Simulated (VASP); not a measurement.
## MgO: how numerical settings change the zone-centre modes

How far do the zone-centre frequencies of MgO depend on the numerical settings? The starting structure is a measured crystal structure from the Crystallography Open Database.

Program: VASP 6.6.1. Level of theory: Kohn-Sham DFT with plane waves and PAW; LDA. Results are calculated unless marked as measured.

### 1. The starting structure

The structure is cubic, space group Fm-3m (No. 225). Conventional cell: a = 4.210 Å, b = 4.210 Å, c = 4.210 Å, α = 90.00°, β = 90.00°, γ = 90.00°. Nearest to Mg lie 6 O at 2.11 Å. Nearest to O lie 6 Mg at 2.11 Å. Farther neighbours and most contacts between anions are not listed.

Coordinates:

```
Mg O
1.0
     0.00000    2.10521    2.10521
     2.10521    0.00000    2.10521
     2.10521    2.10521    0.00000
Mg O
1 1
Direct
  0.00000 0.00000 0.00000
  0.50000 0.50000 0.50000
```

### 2. Reference modes

The cell comes from a relaxation at this level, not shown (17.82 Å³).

INCAR reads:

```
SYSTEM = MgO
PREC = Accurate
ENCUT = 520
EDIFF = 1E-08
NELM = 100
ISMEAR = 0
SIGMA = 0.03
LREAL = .FALSE.
ALGO = Normal
GGA = CA
NBANDS = 10
LORBIT = 11
LWAVE = .FALSE.
LCHARG = .FALSE.
KPAR = 4
IBRION = 8
LEPSILON = .TRUE.
LPEAD = .TRUE.
ISIF = 2
```

POSCAR reads:

```
MgO
1.0
    0.0000000000      2.0730437084      2.0730437084
    2.0730437084      0.0000000000      2.0730437084
    2.0730437084      2.0730437084      0.0000000000
Mg O
1 1
Direct
    0.0000000000      0.0000000000      0.0000000000
    0.5000000000      0.5000000000      0.5000000000
```

KPOINTS reads:

```
Automatic mesh
0
Gamma
12 12 12
0 0 0
```

The projector-augmented-wave data sets are Mg and O (LDA family, release 64).

On the command line:

```bash
mpirun -np 4 vasp_std
```

What it wrote:

```text
[banner, memory and clock lines left out]
running    4 mpi-ranks, on    1 nodes
 distrk:  each k-point on    1 cores,    4 groups
 distr:  one band on    1 cores,    1 groups

 POSCAR found type information on POSCAR MgO
 POSCAR found :  2 types and       2 ions
 LDA part: xc-table for (Slater(with rela. corr.)+CA(PZ))
 , standard interpolation
 POSCAR, INCAR and KPOINTS ok, starting setup
 FFT: planning ... GRIDC
 FFT: planning ... GRID_SOFT
 FFT: planning ... GRID
 WAVECAR not read
 entering main loop
       N       E                     dE             d eps       ncg     rms          rms(c)
DAV:   1     0.112366338562E+02    0.11237E+02   -0.48316E+03  1640   0.717E+02
DAV:   2    -0.145057079121E+02   -0.25742E+02   -0.25364E+02  1624   0.141E+02
DAV:   3    -0.150314307427E+02   -0.52572E+00   -0.52535E+00  1702   0.175E+01
DAV:   4    -0.150325799667E+02   -0.11492E-02   -0.11492E-02  1584   0.913E-01
DAV:   5    -0.150325834223E+02   -0.34557E-05   -0.34557E-05  1648   0.463E-02    0.710E+00
DAV:   6    -0.135074500580E+02    0.15251E+01   -0.87728E+00  1462   0.177E+01    0.219E+00
DAV:   7    -0.134692200349E+02    0.38230E-01   -0.49946E-02  1552   0.218E+00    0.127E+00
DAV:   8    -0.134457534338E+02    0.23467E-01   -0.26005E-02  1456   0.181E+00    0.186E-01
DAV:   9    -0.134455751678E+02    0.17827E-03   -0.18544E-04  1638   0.112E-01    0.127E-01
DAV:  10    -0.134454607716E+02    0.11440E-03   -0.28127E-04  1522   0.154E-01    0.786E-03
DAV:  11    -0.134454600174E+02    0.75413E-06   -0.37475E-06  1562   0.115E-02    0.294E-03
DAV:  12    -0.134454600198E+02   -0.23508E-08   -0.14813E-07  1578   0.280E-03    0.601E-04
DAV:  13    -0.134454600187E+02    0.10886E-08   -0.38983E-09   858   0.725E-04
   1 F= -.13445460E+02 E0= -.13445460E+02  d E =-.453816E-20
 Linear response reoptimize wavefunctions to high precision
DAV:   1    -0.134454600195E+02   -0.81172E-09   -0.13079E-10   944   0.119E-04
DAV:   2    -0.134454600195E+02    0.17621E-10   -0.87330E-12   790   0.296E-05
 Linear response to external field (no local field effect), progress :
  Direction:   1
       N       E                     dE             d eps       ncg     rms          rms(c)
RMM:   1    -0.124269172523E+00   -0.12427E+00   -0.36696E-01   847   0.174E+00
RMM:   2    -0.124082959593E+00    0.18621E-03   -0.87539E-04   827   0.210E-01
RMM:   3    -0.124085859510E+00   -0.28999E-05   -0.19594E-06   863   0.102E-02
RMM:   4    -0.124085867406E+00   -0.78955E-08   -0.74526E-09   789   0.650E-04
 change of polarisation eV/A/(eV/A) component  1 :     0.248     0.080     0.022
 dielectric tensor                  component  1 :     3.520     0.814     0.226
 Linear response to external field (no local field effect), progress :
  Direction:   2
       N       E                     dE             d eps       ncg     rms          rms(c)
RMM:   1    -0.125552262387E+00   -0.12555E+00   -0.38000E-01   854   0.173E+00
RMM:   2    -0.125361034269E+00    0.19123E-03   -0.93843E-04   828   0.213E-01
RMM:   3    -0.125364811601E+00   -0.37773E-05   -0.23814E-06   864   0.109E-02
RMM:   4    -0.125364823231E+00   -0.11630E-07   -0.98883E-09   793   0.705E-04
RMM:   5    -0.125364823295E+00   -0.63758E-10   -0.46356E-10   238   0.594E-05
 change of polarisation eV/A/(eV/A) component  2 :     0.080     0.251    -0.037
 dielectric tensor                  component  2 :     0.814     3.546    -0.380
 Linear response to external field (no local field effect), progress :
  Direction:   3
       N       E                     dE             d eps       ncg     rms          rms(c)
RMM:   1    -0.763927819476E-01   -0.76393E-01   -0.18555E-01   866   0.135E+00
RMM:   2    -0.765644147690E-01   -0.17163E-03   -0.54868E-04   849   0.158E-01
RMM:   3    -0.765660099252E-01   -0.15952E-05   -0.12742E-06   860   0.762E-03
RMM:   4    -0.765660150806E-01   -0.51554E-08   -0.56795E-09   722   0.508E-04
 change of polarisation eV/A/(eV/A) component  3 :     0.022    -0.037     0.153
 dielectric tensor                  component  3 :     0.226    -0.380     2.555
 Linear response to external field, progress :
  Direction:   1
       N       E                     dE             d eps       ncg     rms          rms(c)
RMM:   1    -0.108795641397E+00   -0.10880E+00   -0.31144E-01  1916   0.160E+00
RMM:   2    -0.108658854425E+00    0.13679E-03   -0.78273E-04  1896   0.192E-01    0.517E-01
RMM:   3    -0.105991703716E+00    0.26672E-02   -0.11688E-03  4696   0.260E-01    0.304E-01
RMM:   4    -0.109838721169E+00   -0.38470E-02   -0.22030E-03  6743   0.352E-01    0.256E-02
RMM:   5    -0.110178564309E+00   -0.33984E-03   -0.90088E-06  4945   0.246E-02    0.466E-03
RMM:   6    -0.110204106209E+00   -0.25542E-04   -0.86271E-08  5323   0.253E-03    0.203E-03
RMM:   7    -0.110222306438E+00   -0.18200E-04   -0.26779E-08  5310   0.135E-03    0.909E-05
RMM:   8    -0.110221965167E+00    0.34127E-06   -0.36212E-10  4759   0.147E-04    0.415E-05
RMM:   9    -0.110222046843E+00   -0.81676E-07   -0.82891E-11  3247   0.380E-05    0.384E-06
 change of polarisation eV/A/(eV/A) component  1 :     0.206     0.043     0.016
 dielectric tensor                  component  1 :     3.093     0.436     0.158
 Linear response to external field, progress :
  Direction:   2
       N       E                     dE             d eps       ncg     rms          rms(c)
RMM:   1    -0.108710704739E+00   -0.10871E+00   -0.31055E-01  1920   0.161E+00
RMM:   2    -0.108674171535E+00    0.36533E-04   -0.78965E-04  1896   0.194E-01    0.517E-01
RMM:   3    -0.106007036908E+00    0.26671E-02   -0.11686E-03  4696   0.260E-01    0.304E-01
RMM:   4    -0.109854069953E+00   -0.38470E-02   -0.22030E-03  6748   0.352E-01    0.256E-02
RMM:   5    -0.110193932162E+00   -0.33986E-03   -0.89874E-06  4951   0.246E-02    0.465E-03
RMM:   6    -0.110219453292E+00   -0.25521E-04   -0.86321E-08  5334   0.253E-03    0.203E-03
RMM:   7    -0.110237527406E+00   -0.18074E-04   -0.26946E-08  5323   0.135E-03    0.911E-05
RMM:   8    -0.110237159579E+00    0.36783E-06   -0.51760E-10  4778   0.150E-04    0.405E-05
RMM:   9    -0.110237431432E+00   -0.27185E-06   -0.23186E-10  3253   0.396E-05    0.397E-06
 change of polarisation eV/A/(eV/A) component  2 :     0.033     0.206    -0.002
 dielectric tensor                  component  2 :     0.337     3.093    -0.019
 Linear response to external field, progress :
  Direction:   3
       N       E                     dE             d eps       ncg     rms          rms(c)
RMM:   1    -0.108707931638E+00   -0.10871E+00   -0.31052E-01  1920   0.161E+00
RMM:   2    -0.108675517104E+00    0.32415E-04   -0.79008E-04  1896   0.194E-01    0.517E-01
RMM:   3    -0.106008354112E+00    0.26672E-02   -0.11687E-03  4695   0.260E-01    0.304E-01
RMM:   4    -0.109855462413E+00   -0.38471E-02   -0.22031E-03  6746   0.352E-01    0.256E-02
RMM:   5    -0.110195339739E+00   -0.33988E-03   -0.89907E-06  4949   0.246E-02    0.465E-03
RMM:   6    -0.110220862791E+00   -0.25523E-04   -0.86226E-08  5335   0.253E-03    0.203E-03
RMM:   7    -0.110238970494E+00   -0.18108E-04   -0.26916E-08  5318   0.135E-03    0.911E-05
RMM:   8    -0.110238595014E+00    0.37548E-06   -0.52867E-10  4777   0.150E-04    0.405E-05
RMM:   9    -0.110238797835E+00   -0.20282E-06   -0.23182E-10  3255   0.396E-05    0.396E-06
 change of polarisation eV/A/(eV/A) component  3 :     0.004     0.024     0.206
 dielectric tensor                  component  3 :     0.045     0.247     3.093
 Linear response DOF=           2
 Linear response progress:
  Degree of freedom:   1/  2
       N       E                     dE             d eps       ncg     rms          rms(c)
RMM:   1    -0.222777137598E-02   -0.22278E-02    0.29635E-05  6844   0.523E-01
RMM:   2    -0.217898263058E-02    0.48789E-04   -0.14367E-04  4952   0.830E-02    0.365E-02
RMM:   3    -0.215083510350E-02    0.28148E-04   -0.16925E-05  5178   0.290E-02    0.187E-02
RMM:   4    -0.214993243803E-02    0.90267E-06   -0.14276E-05  5194   0.260E-02    0.331E-03
RMM:   5    -0.215031430643E-02   -0.38187E-06   -0.13751E-07  5197   0.288E-03    0.302E-04
RMM:   6    -0.215033277680E-02   -0.18470E-07   -0.59772E-10  5236   0.201E-04    0.130E-04
RMM:   7    -0.215027911182E-02    0.53665E-07   -0.21864E-10  5315   0.120E-04    0.118E-05
RMM:   8    -0.215029368354E-02   -0.14572E-07   -0.18807E-11  5424   0.124E-05    0.266E-06
RMM:   9    -0.215029413745E-02   -0.45390E-09   -0.16841E-11  4931   0.436E-06    0.384E-07
 first order change of Fermi-energy   0.53757E-04
 force on displaced ion       1 direction 1 :  -6.364   0.000   0.000
 Born effective charge ion    1 direction 1 :   1.948   0.000   0.000
 Linear response progress:
  Degree of freedom:   2/  2
       N       E                     dE             d eps       ncg     rms          rms(c)
RMM:   1    -0.348328965989E+00   -0.34833E+00    0.38604E-01  5816   0.425E+00
RMM:   2    -0.348875577232E+00   -0.54661E-03   -0.17196E-03  5132   0.332E-01    0.135E-01
RMM:   3    -0.350258138033E+00   -0.13826E-02   -0.37916E-04  4923   0.141E-01    0.714E-02
RMM:   4    -0.352370472827E+00   -0.21123E-02   -0.38064E-04  4679   0.145E-01    0.174E-02
RMM:   5    -0.352383656488E+00   -0.13184E-04   -0.46689E-06  5360   0.204E-02    0.135E-03
RMM:   6    -0.352385599273E+00   -0.19428E-05   -0.35644E-08  5504   0.172E-03    0.774E-04
RMM:   7    -0.352381033788E+00    0.45655E-05   -0.22159E-09  5461   0.337E-04    0.535E-05
RMM:   8    -0.352380943665E+00    0.90123E-07   -0.10649E-09  5636   0.604E-05    0.151E-05
RMM:   9    -0.352380987253E+00   -0.43588E-07   -0.10611E-09  5613   0.236E-05    0.248E-06
RMM:  10    -0.352380986507E+00    0.74591E-09   -0.10736E-09  4492   0.146E-05    0.448E-07
 first order change of Fermi-energy   0.12235E-02
 force on displaced ion       2 direction 1 :  -6.361   0.000   0.000
 Born effective charge ion    2 direction 1 :  -1.948   0.000   0.000
 Born effective charges drift removed
 Linear response finished
```

Wall time 32 s (4 MPI ranks of Intel Xeon Platinum 8375C at 2.90GHz (Ice Lake), shared host); peak memory 1.1 GiB; 2.1 min of CPU time.

The logs omit lines about the potential files and the build; timing stands in the text.

From OUTCAR (step 2):

```text
ion  position               nearest neighbor table
   1  0.000  0.000  0.000-   2 2.07   2 2.07   2 2.07   2 2.07   2 2.07   2 2.07
   2  0.500  0.500  0.500-   1 2.07   1 2.07   1 2.07   1 2.07   1 2.07   1 2.07

  LATTYP: Found a face centered cubic cell.
 ALAT       =     4.1460874168

 Subroutine GETGRP returns: Found 48 space group operations
 (whereof 48 operations were pure point group operations)

The static configuration has the point symmetry O_h .

 Found     72 irreducible k-points:

   k-points           NKPTS =     72   k-points in BZ     NKDIM =     72   number of bands    NBANDS=     10

   dimension x,y,z NGX =    24 NGY =   24 NGZ =   24
   dimension x,y,z NGXF=    48 NGYF=   48 NGZF=   48

   ENCUT  =  520.0 eV  38.22 Ry    6.18 a.u.   5.45  5.45  5.45*2*pi/ulx,y,z

   NELECT =       8.0000    total number of electrons

 k-points in reciprocal lattice and weights: Automatic mesh
   0.00000000  0.00000000  0.00000000       0.001
   0.08333333  0.00000000  0.00000000       0.005
   0.16666667  0.00000000  0.00000000       0.005
   0.25000000  0.00000000  0.00000000       0.005
   0.33333333  0.00000000  0.00000000       0.005
   0.41666667  0.00000000  0.00000000       0.005
   0.50000000  0.00000000  0.00000000       0.002
   0.08333333  0.08333333  0.00000000       0.003
   0.16666667  0.08333333  0.00000000       0.014
[...]
-0.33333333  0.50000000  0.16666667       0.007
  -0.25000000  0.50000000  0.25000000       0.003

 average (electrostatic) potential at core
       1 -34.6027       2 -70.3937

  Total       -0.0017428     -0.0017428     -0.0017428      0.0000000      0.0000000      0.0000000
  in kB       -0.1567100     -0.1567100     -0.1567100      0.0000000      0.0000000      0.0000000
  external PRESSURE =      -0.1567100 kB  Pullay stress =       0.0000000 kB

  energy-cutoff  :      520.00
  volume of cell :       17.82
      direct lattice vectors                 reciprocal lattice vectors
     0.000000000  2.073043708  2.073043708    -0.241191248  0.241191248  0.241191248
     2.073043708  0.000000000  2.073043708     0.241191248 -0.241191248  0.241191248
     2.073043708  2.073043708  0.000000000     0.241191248  0.241191248 -0.241191248

 POSITION                                       TOTAL-FORCE (eV/Angst)
 -----------------------------------------------------------------------------------
      0.00000      0.00000      0.00000        -0.000000     -0.000000     -0.000000
      2.07304      2.07304      2.07304         0.000000      0.000000      0.000000
 -----------------------------------------------------------------------------------
    total drift:                               -0.000000     -0.000000      0.000000

 MACROSCOPIC STATIC DIELECTRIC TENSOR (including local field effects in DFT)
 ------------------------------------------------------
           3.093054    -0.000000     0.000000
           0.000000     3.093054    -0.000000
           0.000000     0.000000     3.093054
 ------------------------------------------------------

 PIEZOELECTRIC TENSOR (including local field effects)  for field in x, y, z        (C/m^2)
          XX          YY          ZZ          XY          YZ          ZX
  --------------------------------------------------------------------------------
  x     0.00000     0.00000     0.00000     0.00000     0.00000     0.00000
  y     0.00000     0.00000     0.00000     0.00000     0.00000     0.00000
  z     0.00000     0.00000     0.00000     0.00000     0.00000     0.00000

 BORN EFFECTIVE CHARGES (including local field effects) (in |e|, cummulative output)
 ---------------------------------------------------------------------------------
 ion    1
    1     1.94832     0.00000     0.00000
    2     0.00000     1.94832    -0.00000
    3    -0.00000    -0.00000     1.94832
 ion    2
    1    -1.94832     0.00000    -0.00000
    2    -0.00000    -1.94832     0.00000
    3     0.00000     0.00000    -1.94832

 Eigenvectors and eigenvalues of the dynamical matrix
 ----------------------------------------------------

   1 f  =   12.694818 THz    79.763897 2PiTHz  423.453565 cm-1    52.501527 meV
             X         Y         Z           dx          dy          dz
      0.000000  0.000000  0.000000     0.630133   -0.000000    0.000000
      2.073044  2.073044  2.073044    -0.776487   -0.000000    0.000000

   2 f  =   12.694818 THz    79.763897 2PiTHz  423.453565 cm-1    52.501527 meV
             X         Y         Z           dx          dy          dz
      0.000000  0.000000  0.000000    -0.000000    0.630133    0.000000
      2.073044  2.073044  2.073044     0.000000   -0.776487    0.000000

   3 f  =   12.694818 THz    79.763897 2PiTHz  423.453565 cm-1    52.501527 meV
             X         Y         Z           dx          dy          dz
      0.000000  0.000000  0.000000     0.000000    0.000000   -0.630133
      2.073044  2.073044  2.073044     0.000000    0.000000    0.776487

   4 f/i=    0.001227 THz     0.007711 2PiTHz    0.040937 cm-1     0.005076 meV
             X         Y         Z           dx          dy          dz
      0.000000  0.000000  0.000000     0.776402    0.011326    0.002008
      2.073044  2.073044  2.073044     0.630064    0.009192    0.001629

   5 f/i=    0.001227 THz     0.007711 2PiTHz    0.040937 cm-1     0.005076 meV
             X         Y         Z           dx          dy          dz
      0.000000  0.000000  0.000000     0.005919   -0.509575    0.585859
      2.073044  2.073044  2.073044     0.004803   -0.413529    0.475435

   6 f/i=    0.001227 THz     0.007711 2PiTHz    0.040937 cm-1     0.005076 meV
             X         Y         Z           dx          dy          dz
      0.000000  0.000000  0.000000    -0.009863    0.585779    0.509605
      2.073044  2.073044  2.073044    -0.008004    0.475370    0.413554

 MACROSCOPIC STATIC DIELECTRIC TENSOR IONIC CONTRIBUTION
 ------------------------------------------------------
           6.059033    -0.000000    -0.000000
          -0.000000     6.059033    -0.000000
          -0.000000    -0.000000     6.059033
 ------------------------------------------------------

 ELASTIC MODULI CONTR FROM IONIC RELAXATION (kBar)
 Direction    XX          YY          ZZ          XY          YZ          ZX
 --------------------------------------------------------------------------------
 XX           0.0000      0.0000      0.0000      0.0000      0.0000      0.0000
 YY           0.0000      0.0000      0.0000      0.0000      0.0000      0.0000
 ZZ           0.0000      0.0000      0.0000      0.0000      0.0000      0.0000
 XY           0.0000      0.0000      0.0000      0.0000      0.0000      0.0000
 YZ           0.0000      0.0000      0.0000      0.0000      0.0000      0.0000
 ZX           0.0000      0.0000      0.0000      0.0000      0.0000      0.0000
 --------------------------------------------------------------------------------

 PIEZOELECTRIC TENSOR IONIC CONTR  for field in x, y, z        (C/m^2)
          XX          YY          ZZ          XY          YZ          ZX
  --------------------------------------------------------------------------------
  x     0.00000     0.00000     0.00000     0.00000     0.00000     0.00000
  y     0.00000     0.00000     0.00000     0.00000     0.00000     0.00000
  z     0.00000     0.00000     0.00000     0.00000     0.00000     0.00000
```

Energies printed during the response cycles are not total energies of the cell.

Reference: the zone-centre mode is T1u 423.5 cm⁻¹.

[end of part 1 of 2]

[Lines on the potential files, build, host, timing and source positions are cut from VASP's logs without a mark.]

[Logs are printed without paths, hosts, clocks, repeated set-up lines and the standing remarks that a program may print on its own settings, such as how far it seeks lower states.]

[Hosts, paths, dates, database ids (printed as entryN), source tags and the programs' standing remarks are cut or masked in the printed files.]
